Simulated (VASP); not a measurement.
VASP ran on this input.

File KPOINTS:
```
Automatic mesh
0
Gamma
10 10 8
0 0 0
```

### POSCAR
```
ZrB2
7.20120
  0.2245042493  -0.3888528301   0.0000000000
  0.2245042493   0.3888528301   0.0000000000
  0.0000000000   0.0000000000   0.5000000000
Zr B
1 2
Direct
  0.0000000000   0.0000000000   0.0000000000
  0.3333330000   0.6666670000   0.5000000000
  0.6666670000   0.3333330000   0.5000000000
```

### INCAR
```
SYSTEM = ZrB2
PREC = Accurate; ENCUT = 520; LREAL = .FALSE.
LASPH = .TRUE.
EDIFF = 1E-6; NELM = 100; ALGO = Normal
LMAXMIX = 4
ISMEAR = 1; SIGMA = 0.1
GGA = PE
ISIF = 2
LWAVE = .FALSE.; LCHARG = .FALSE.
```

POTCAR, in this order: Zr_sv B (PBE.64 set). Program: vasp_std.

Problem. Translate this PBE calculation to Ansatz.

Solution. One equivalent input (not run):
Ansatz 0.2 input:
```yaml
crystal:
  lattice:
    - [1.6167000, -2.8002070, 0.0000000]
    - [1.6167000, 2.8002070, 0.0000000]
    - [0.0000000, 0.0000000, 3.6006000]
  atoms:
    - { symbol: Zr, position: [0.0000000, 0.0000000, 0.0000000] }
    - { symbol: B, position: [0.3333330, 0.6666670, 0.5000000] }
    - { symbol: B, position: [0.6666670, 0.3333330, 0.5000000] }
kpoints:
  mp_grid: { grid: [10, 10, 8] }
hamiltonian:
  xc: pbe
  pseudopotentials: { kind: paw }
scf:
  occupations: { method: methfessel_paxton, width: 0.1 }
  max_iter: 100
output: { forces: true, stress: true, eigenvalues: true }
```
Limits of the translation: each code has its own PAW files, so the cut-off isn't converted (ENCUT is set for VASP's; basis.ecutwfc is left out, and Ansatz then takes the one that its files recommend); Ansatz stops its SCF on the density residual and VASP on the energy change (EDIFF).

The compound is ZrB2 in the AlB2 type structure. The cell was not relaxed at this level.
